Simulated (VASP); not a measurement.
Computed with r2SCAN meta-GGA, VASP's PBE PAW potentials (set 64) (plane waves; VASP 6.6.1).

Input for VASP

File POSCAR:
```
B2Rh
3.0708030
  0.9999999786   0.0000000000   0.0000000000
 -0.4999999893   0.8660254108   0.0000000000
  0.0000000000   0.0000000000   1.0415439473
Rh B
1 2
Cartesian
  0.0000000000   0.0000000000   0.0000000000
 -0.0000005000   0.5773505626   0.5207719736
  0.5000004893   0.2886748483   0.5207719736
```

INCAR:
```
ALGO = Normal
EDIFF = 1E-7
ENCUT = 600
ISIF = 2
ISMEAR = 1
LASPH = .TRUE.
LCHARG = .FALSE.
LMAXMIX = 4
LMIXTAU = .TRUE.
LREAL = .FALSE.
LWAVE = .FALSE.
METAGGA = R2SCAN
NELM = 100
PREC = Accurate
SIGMA = 0.1
SYSTEM = B2Rh
```

**KPOINTS**
```
Automatic mesh
0
G
10 10 10
0 0 0
```

POTCAR, in this order: Rh_pv B (PBE.64 set). Program: vasp_std.

Output of the run:

OUTCAR:
```
 ion  position               nearest neighbor table
   1  0.000  0.000  0.000-   2 2.39   3 2.39   2 2.39   3 2.39   3 2.39   3 2.39   2 2.39   2 2.39
                             3 2.39   3 2.39   2 2.39   2 2.39
   2  0.333  0.667  0.500-   3 1.77   3 1.77   3 1.77   1 2.39   1 2.39   1 2.39   1 2.39   1 2.39
                             1 2.39
   3  0.667  0.333  0.500-   2 1.77   2 1.77   2 1.77   1 2.39   1 2.39   1 2.39   1 2.39   1 2.39
                             1 2.39
  LATTYP: Found a hexagonal cell.
 ALAT       =     3.0708029342
 C/A-ratio  =     1.0415439696
 Subroutine PRICEL returns:
 Original cell was already a primitive cell.
 Subroutine GETGRP returns: Found 24 space group operations
The static configuration has the point symmetry D_6h.
The dynamic configuration has the point symmetry D_6h.
 Subroutine INISYM returns: Found 24 space group operations
 Subroutine IBZKPT returns following result:
 Found     84 irreducible k-points:

 Following reciprocal coordinates:
            Coordinates               Weight
  0.000000  0.000000  0.000000      1.000000
  0.100000  0.000000  0.000000      6.000000
  0.200000  0.000000  0.000000      6.000000
  0.300000  0.000000  0.000000      6.000000
  0.400000  0.000000  0.000000      6.000000
  0.500000  0.000000  0.000000      3.000000
  0.100000  0.100000  0.000000      6.000000
  0.200000  0.100000  0.000000     12.000000
  0.300000  0.100000  0.000000     12.000000
  0.400000  0.100000  0.000000     12.000000
  0.200000  0.200000  0.000000      6.000000
  0.300000  0.200000  0.000000     12.000000
  0.400000  0.200000  0.000000      6.000000
  0.300000  0.300000  0.000000      6.000000
  0.000000  0.000000  0.100000      2.000000
  0.100000  0.000000  0.100000     12.000000
  0.200000  0.000000  0.100000     12.000000
  0.300000  0.000000  0.100000     12.000000
  0.400000  0.000000  0.100000     12.000000
  0.500000  0.000000  0.100000      6.000000
  0.100000  0.100000  0.100000     12.000000
  0.200000  0.100000  0.100000     24.000000
  0.300000  0.100000  0.100000     24.000000
  0.400000  0.100000  0.100000     24.000000
  0.200000  0.200000  0.100000     12.000000
  0.300000  0.200000  0.100000     24.000000
  0.400000  0.200000  0.100000     12.000000
  0.300000  0.300000  0.100000     12.000000
  0.000000  0.000000  0.200000      2.000000
  0.100000  0.000000  0.200000     12.000000
  0.200000  0.000000  0.200000     12.000000
  0.300000  0.000000  0.200000     12.000000
  0.400000  0.000000  0.200000     12.000000
  0.500000  0.000000  0.200000      6.000000
  0.100000  0.100000  0.200000     12.000000
  0.200000  0.100000  0.200000     24.000000
  0.300000  0.100000  0.200000     24.000000
  0.400000  0.100000  0.200000     24.000000
  0.200000  0.200000  0.200000     12.000000
  0.300000  0.200000  0.200000     24.000000
   k-points           NKPTS =     84   k-points in BZ     NKDIM =     84   number of bands    NBANDS=     14
   number of dos      NEDOS =    301   number of ions     NIONS =      3
   total plane-waves  NPLWV =  21952
   dimension x,y,z NGX =    28 NGY =   28 NGZ =   28
   dimension x,y,z NGXF=    56 NGYF=   56 NGZF=   56
   ions per type =               1   2
   PREC   = accura    normal or accurate (medium, high low for compatibility)
   ISTART =      0    job   : 0-new  1-cont  2-samecut
   ICHARG =      2    charge: 1-file 2-atom 10-const
   ISPIN  =      1    spin polarized calculation?
   LNONCOLLINEAR =      F non collinear calculations
   LSORBIT =      F    spin-orbit coupling
   INIWAV =      1    electr: 0-lowe 1-rand  2-diag
   ENCUT  =  600.0 eV  44.10 Ry    6.64 a.u.   6.13  6.13  6.39*2*pi/ulx,y,z
...
```

### OSZICAR
```
       N       E                     dE             d eps       ncg     rms          rms(c)
DAV:   1     0.147389400481E+03    0.14739E+03   -0.13585E+04  2352   0.173E+03
DAV:   2    -0.410734418091E+02   -0.18846E+03   -0.18546E+03  2688   0.436E+02
DAV:   3    -0.454592198748E+02   -0.43858E+01   -0.43388E+01  2898   0.685E+01
DAV:   4    -0.454929455911E+02   -0.33726E-01   -0.33572E-01  2640   0.619E+00
DAV:   5    -0.454933603029E+02   -0.41471E-03   -0.41470E-03  2934   0.660E-01    0.212E+01
DAV:   6    -0.390056536584E+02    0.64877E+01   -0.22655E+01  2448   0.563E+01    0.101E+01
DAV:   7    -0.383966019142E+02    0.60905E+00   -0.31739E+00  2424   0.250E+01    0.494E+00
DAV:   8    -0.384044635556E+02   -0.78616E-02   -0.18734E-01  2580   0.472E+00    0.175E+00
DAV:   9    -0.383955712755E+02    0.88923E-02   -0.28052E-02  2592   0.198E+00    0.437E-01
DAV:  10    -0.383954461987E+02    0.12508E-03   -0.15859E-02  2694   0.109E+00    0.165E-01
DAV:  11    -0.383987906904E+02   -0.33445E-02   -0.31664E-03  2688   0.556E-01    0.620E-02
DAV:  12    -0.383987565599E+02    0.34131E-04   -0.35968E-04  2700   0.217E-01    0.344E-02
DAV:  13    -0.383988541224E+02   -0.97563E-04   -0.13195E-04  2832   0.122E-01    0.101E-02
DAV:  14    -0.383988590511E+02   -0.49286E-05   -0.90348E-06  2694   0.415E-02    0.219E-03
DAV:  15    -0.383988554923E+02    0.35587E-05   -0.17998E-06  2640   0.156E-02    0.759E-04
DAV:  16    -0.383988577637E+02   -0.22713E-05   -0.28097E-07  2606   0.752E-03    0.552E-04
DAV:  17    -0.383988569853E+02    0.77843E-06   -0.47575E-08  1230   0.310E-03    0.194E-04
DAV:  18    -0.383988570751E+02   -0.89879E-07   -0.83515E-09  1188   0.115E-03
   1 F= -.38398857E+02 E0= -.38398816E+02  d E =-.123396E-03
```

OUTCAR:
```
------------------------ aborting loop because EDIFF is reached ----------------------------------------
  FORCE on cell =-STRESS in cart. coord.  units (eV):
  Direction    XX          YY          ZZ          XY          YZ          ZX
  --------------------------------------------------------------------------------------
  Total       -0.0283003     -0.0283003      0.0081148      0.0000000      0.0000000     -0.0000000
  in kB       -1.7359535     -1.7359536      0.4977664      0.0000000      0.0000000     -0.0000000
  external PRESSURE =      -0.9913802 kB  Pullay stress =       0.0000000 kB
  volume of cell :       26.12
      direct lattice vectors                 reciprocal lattice vectors
     3.070802934  0.000000000  0.000000000     0.325647728  0.188012798  0.000000000
    -1.535401467  2.659393430  0.000000000     0.000000000  0.376025596  0.000000000
     0.000000000  0.000000000  3.198376278     0.000000000  0.000000000  0.312658647
 POSITION                                       TOTAL-FORCE (eV/Angst)
 -----------------------------------------------------------------------------------
      0.00000      0.00000      0.00000         0.000000      0.000000      0.000000
     -0.00000      1.77293      1.59919        -0.000000      0.000000      0.000000
      1.53540      0.88646      1.59919         0.000000     -0.000000     -0.000000
 -----------------------------------------------------------------------------------
    total drift:                               -0.000000      0.000000      0.000000
  FREE ENERGIE OF THE ION-ELECTRON SYSTEM (eV)
  ---------------------------------------------------
  free  energy   TOTEN  =       -38.3988570751 eV

  energy  without entropy=      -38.3987336787  energy(sigma->0) =      -38.39881594
```
(Selected blocks of OUTCAR.)

The structure was generated: B2Rh was put into the AlB2 type (P6/mmm), which need not be its known phase. It was relaxed first. The electron count is odd and the run is not spin-polarised, which forces a metal.
